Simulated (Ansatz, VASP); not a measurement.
# Cross-check of CsSbSe3 between VASP and Ansatz

Aim: how closely do two programs agree when they are given the same cell, functional and k mesh? The cell is generated by rule, not measured, and may not be a known phase. The cell is taken from a series of runs on this material, whose earlier steps may have relaxed, scaled, displaced or heated it; both programs get it as it stands.

Main program and level: Ansatz 0.2.0; plane waves, with VASP 6.6.1 beside it; relaxation of cell and atoms at PBEsol.

### 1. Set-up

Symmetry: P4mm, No. 99, tetragonal system. Conventional cell: a = 5.053 Å, b = 5.053 Å, c = 6.163 Å, α = 90.00°, β = 90.00°, γ = 90.00°. Nearest to Cs lie 12 Se at 3.58 to 4.16 Å. Nearest to Sb lie 5 Se at 2.45 to 2.71 Å. Se has 2 Sb at 2.71 Å and 4 Cs at 3.82 to 4.16 Å nearest. Se has 1 Sb at 2.45 Å and 4 Cs at 3.58 Å nearest. Farther neighbours and most contacts between anions are not listed.

Structure file:

```cif
data_structure
_symmetry_space_group_name_H-M 'P 1'
_symmetry_Int_Tables_number 1
_cell_length_a 5.0529
_cell_length_b 5.0529
_cell_length_c 6.1626
_cell_angle_alpha 90.000
_cell_angle_beta 90.000
_cell_angle_gamma 90.000
_cell_volume 157.34
loop_
_atom_site_label
_atom_site_type_symbol
_atom_site_fract_x
_atom_site_fract_y
_atom_site_fract_z
_atom_site_occupancy
Cs1 Cs 0.00000 0.00000 0.98081 1
Sb2 Sb 0.50000 0.50000 0.60437 1
Se3 Se 0.50000 0.00000 0.44542 1
Se4 Se 0.50000 0.50000 0.00201 1
Se5 Se 0.00000 0.50000 0.44542 1
```

### 2. VASP: relaxation of cell and atoms, PBEsol, pair 1

The relaxed volume is the usual yardstick between codes: in a stiff, nearly cubic crystal its relative difference is about their pressure difference at one cell divided by the bulk modulus.

Lines of VASP's logs that name or quote its potential files are left out, and so is its time.

INCAR

```
SYSTEM = CsSbSe3
PREC = Accurate
ENCUT = 500
EDIFF = 1E-07
NELM = 120
ISMEAR = 1
SIGMA = 0.2
LREAL = .FALSE.
ALGO = Normal
GGA = PS
NBANDS = 22
LORBIT = 11
LWAVE = .FALSE.
LCHARG = .FALSE.
ISIF = 3
IBRION = 2
NSW = 80
EDIFFG = -0.005
LASPH = .TRUE.
GGA_COMPAT = .FALSE.
NELMIN = 4
KPAR = 2
```

POSCAR

```
CsSbSe3
1.0
    5.0529340000      0.0000000000      0.0000000000
    0.0000000000      5.0529340000      0.0000000000
    0.0000000000      0.0000000000      6.1625820000
Cs Sb Se
1 1 3
Direct
    0.0000000000      0.0000000000      0.9808085312
    0.5000000000      0.5000000000      0.6043729722
    0.5000000000      0.0000000000      0.4454199555
    0.5000000000      0.5000000000      0.0020108455
    0.0000000000      0.5000000000      0.4454199555
```

KPOINTS

```
Automatic mesh
0
Gamma
8 8 6
0 0 0
```

Potentials, in the order of the species: Cs_sv, Sb and Se (PBE family, release 64).

Launch:

```console
> mpirun -np 2 vasp_std
```

Numbers of over 12 decimals in the logs are rounded to 6 here.

Output:

```text
[banner, memory and clock lines left out]
running    2 mpi-ranks, on    1 nodes
 distrk:  each k-point on    1 cores,    2 groups
 distr:  one band on    1 cores,    1 groups

 POSCAR found type information on POSCAR CsSbSe
 POSCAR found :  3 types and       5 ions
|                                                                             |
|               ----> ADVICE to this user running VASP <----                  |
|                                                                             |
|     You enforced a specific xc type in the INCAR file but a different       |
|     [... a line on the potential file left out ...]
|     I HOPE YOU KNOW WHAT YOU ARE DOING!                                     |
|                                                                             |

 LDA part: xc-table for (Slater+PW92), standard interpolation
 POSCAR, INCAR and KPOINTS ok, starting setup
 FFT: planning ... GRIDC
 FFT: planning ... GRID_SOFT
 FFT: planning ... GRID
 WAVECAR not read
 entering main loop
       N       E                     dE             d eps       ncg     rms          rms(c)
DAV:   1     0.183226342812E+03    0.18323E+03   -0.12215E+04  2640   0.118E+03
DAV:   2    -0.290744066673E+01   -0.18613E+03   -0.17901E+03  3570   0.191E+02
DAV:   3    -0.195526360955E+02   -0.16645E+02   -0.16366E+02  3264   0.658E+01
DAV:   4    -0.198018179255E+02   -0.24918E+00   -0.24868E+00  3150   0.922E+00
DAV:   5    -0.198052222597E+02   -0.34043E-02   -0.34036E-02  3334   0.108E+00    0.591E+00
DAV:   6    -0.191048654562E+02    0.70036E+00   -0.94495E-01  3162   0.510E+00    0.377E+00
DAV:   7    -0.190653870698E+02    0.39478E-01   -0.39183E-01  3304   0.281E+00    0.140E+00
DAV:   8    -0.190597807809E+02    0.56063E-02   -0.34186E-02  3198   0.953E-01    0.610E-01
DAV:   9    -0.190586968966E+02    0.10839E-02   -0.69820E-03  3330   0.440E-01    0.978E-02
DAV:  10    -0.190587516045E+02   -0.54708E-04   -0.34253E-04  3152   0.100E-01    0.589E-02
DAV:  11    -0.190587859104E+02   -0.34306E-04   -0.94767E-05  3222   0.556E-02    0.111E-02
DAV:  12    -0.190587913826E+02   -0.54722E-05   -0.12887E-05  3252   0.200E-02    0.877E-03
DAV:  13    -0.190587924507E+02   -0.10681E-05   -0.39986E-06  3266   0.110E-02    0.193E-03
DAV:  14    -0.190587925147E+02   -0.63994E-07   -0.59731E-07  3168   0.444E-03
   1 F= -.19058793E+02 E0= -.19053450E+02  d E =-.190588E+02
[...]
2 F= -.19058923E+02 E0= -.19053665E+02  d E =-.130572E-03
[...]
3 F= -.19059008E+02 E0= -.19053717E+02  d E =-.215446E-03
[...]
4 F= -.19059024E+02 E0= -.19053740E+02  d E =-.159461E-04
[...]
5 F= -.19059025E+02 E0= -.19053744E+02  d E =-.170885E-04
[...]
6 F= -.19059033E+02 E0= -.19053759E+02  d E =-.800506E-05
 trial-energy change:   -0.000008  1 .order   -0.000007   -0.000009   -0.000006
 step:   1.5806(harm=  2.7805)  dis= 0.00035  next Energy=   -19.059035 (dE=-0.987E-05)
 bond charge predicted
       N       E                     dE             d eps       ncg     rms          rms(c)
DAV:   1    -0.190590366140E+02   -0.35495E-05   -0.16039E-04  2652   0.622E-02    0.713E-03
DAV:   2    -0.190590347902E+02    0.18238E-05   -0.43998E-06  3300   0.117E-02    0.380E-03
DAV:   3    -0.190590341165E+02    0.67377E-06   -0.15867E-06  3120   0.619E-03    0.113E-03
DAV:   4    -0.190590341284E+02   -0.11878E-07   -0.10367E-07  1818   0.181E-03
   7 F= -.19059034E+02 E0= -.19053764E+02  d E =-.907889E-05
 curvature:  -1.05 expect dE=-0.209E-05 dE for cont linesearch -0.118E-05
 trial: gam=-0.18849 g(F)=  0.111E-05 g(S)=  0.884E-06 ort = 0.372E-05 (trialstep = 0.111E+01)
 search vector abs. value=  0.103E-05
 reached required accuracy - stopping structural energy minimisation
```

Parts of OUTCAR (step 2):

```text
ion  position               nearest neighbor table
   1  0.000  0.000  0.981-
   2  0.500  0.500  0.604-   4 2.45   3 2.71   5 2.71   3 2.71   5 2.71
   3  0.500  0.000  0.445-   2 2.71   2 2.71
   4  0.500  0.500  0.002-   2 2.45
   5  0.000  0.500  0.445-   2 2.71   2 2.71

  LATTYP: Found a simple tetragonal cell.
 ALAT       =     5.0529340000
 C/A-ratio  =     1.2196046891

 Subroutine GETGRP returns: Found  8 space group operations
 (whereof  8 operations were pure point group operations)

The static configuration has the point symmetry C_4v.

 Found     60 irreducible k-points:

   k-points           NKPTS =     60   k-points in BZ     NKDIM =     60   number of bands    NBANDS=     22

   dimension x,y,z NGX =    40 NGY =   40 NGZ =   48
   dimension x,y,z NGXF=    80 NGYF=   80 NGZF=   96

   ENCUT  =  500.0 eV  36.75 Ry    6.06 a.u.   9.21  9.21 11.24*2*pi/ulx,y,z

   NELECT =      32.0000    total number of electrons

 k-points in reciprocal lattice and weights: Automatic mesh
   0.00000000  0.00000000  0.00000000       0.003
   0.12500000  0.00000000  0.00000000       0.010
   0.25000000  0.00000000  0.00000000       0.010
   0.37500000  0.00000000  0.00000000       0.010
   0.50000000  0.00000000  0.00000000       0.005
   0.12500000  0.12500000  0.00000000       0.010
   0.25000000  0.12500000  0.00000000       0.021
   0.37500000  0.12500000  0.00000000       0.021
   0.50000000  0.12500000  0.00000000       0.010
[...]
0.50000000  0.37500000  0.50000000       0.010
   0.50000000  0.50000000  0.50000000       0.003

 average (electrostatic) potential at core
       1 -47.3638       2 -90.5147       3 -55.2625       4 -54.5837       5 -55.2625

 E-fermi :   2.4146

 k-point     1 :       0.0000    0.0000    0.0000
  band No.  band energies     occupation
    ...
     13       1.6307      2.00000
     14       1.7560      2.00003
     15       1.7560      2.00003
     16       2.2152      2.04965
     17       2.2152      2.04965
     18       5.2385     -0.00000
     19       5.2385     -0.00000
     20       5.8551     -0.00000
     21       6.2365     -0.00000
     22       7.1160      0.00000

 k-point     2 :       0.1250    0.0000    0.0000
  band No.  band energies     occupation
    ...
     13       1.5720      2.00000
     14       1.6427      2.00000
     15       1.6559      2.00000
     16       2.1059      2.05131
     17       2.1775      2.07042
     18       5.2890     -0.00000
     19       5.4578     -0.00000
     20       6.0642     -0.00000
     21       6.4608      0.00000
     22       7.3836      0.00000

 k-point     3 :       0.2500    0.0000    0.0000
  band No.  band energies     occupation
    ...
     13       1.3721      2.00000
     14       1.4275      2.00000
     15       1.5215      2.00000
     16       1.8599      2.00062
     17       2.3116      1.75659
     18       5.4279     -0.00000
     19       5.8653     -0.00000
     20       6.5502      0.00000
     21       7.0420      0.00000
     22       8.0610      0.00000

  Total       -0.0028987     -0.0028987     -0.0086501      0.0000000      0.0000000      0.0000000
  in kB       -0.0294451     -0.0294451     -0.0878677      0.0000000      0.0000000      0.0000000
  external PRESSURE =      -0.0489193 kB  Pullay stress =       0.0000000 kB

  energy-cutoff  :      500.00
  volume of cell :      157.73
      direct lattice vectors                 reciprocal lattice vectors
     5.058269836  0.000000000  0.000000000     0.197696057  0.000000000  0.000000000
     0.000000000  5.058269836  0.000000000     0.000000000  0.197696057 -0.000000000
     0.000000000  0.000000000  6.164495015     0.000000000  0.000000000  0.162219289

 POSITION                                       TOTAL-FORCE (eV/Angst)
 -----------------------------------------------------------------------------------
      0.00000      0.00000      6.04605         0.000000     -0.000000     -0.001421
      2.52913      2.52913      3.72325         0.000000     -0.000000     -0.002490
      2.52913      5.05827      2.74606         0.000000      0.000000      0.000030
      2.52913      2.52913      0.01440         0.000000      0.000000      0.003851
      0.00000      2.52913      2.74606         0.000000      0.000000      0.000030
 -----------------------------------------------------------------------------------
    total drift:                                0.000000      0.000000      0.002014

  FREE ENERGIE OF THE ION-ELECTRON SYSTEM (eV)
  ---------------------------------------------------
  free  energy   TOTEN  =       -19.0590341284 eV

  energy  without entropy=      -19.0432234526  energy(sigma->0) =      -19.05376390

 reached required accuracy - stopping structural energy minimisation

 total charge
# of ion       s       p       d       tot
------------------------------------------
    1        1.846   4.684   0.043   6.574
    2        1.163   1.080   0.091   2.333
    3        1.498   2.224   0.023   3.745
    4        1.481   2.319   0.023   3.822
    5        1.498   2.224   0.023   3.745
--------------------------------------------------
tot          7.486  12.530   0.203  20.219

[... 3 further parts left out ...]
```

CONTCAR:

```
CsSbSe3
   1.00000000000000
     5.0582698355016245    0.0000000000000000    0.0000000000000000
     0.0000000000000000    5.0582698355016245    0.0000000000000000
     0.0000000000000000    0.0000000000000000    6.1644950148045048
  Cs              Sb              Se
     1     1     3
Direct
     0.0000000000000000    0.0000000000000000    0.9807853958228383
     0.5000000000000000    0.5000000000000000    0.6039833746542081
     0.5000000000000000    1.0000000000000000    0.4454639569977678
     0.5000000000000000    0.5000000000000000    0.0023355754274152
     0.0000000000000000    0.5000000000000000    0.4454639569977678
```

[end of part 1 of 3]

[Lines on the potential files, build, host, timing and source positions are cut from VASP's logs without a mark.]

[Logs are printed without paths, hosts, clocks, repeated set-up lines and the standing remarks that a program may print on its own settings, such as how far it seeks lower states.]

[Hosts, paths, dates, database ids (printed as entryN), source tags and the programs' standing remarks are cut or masked in the printed files.]
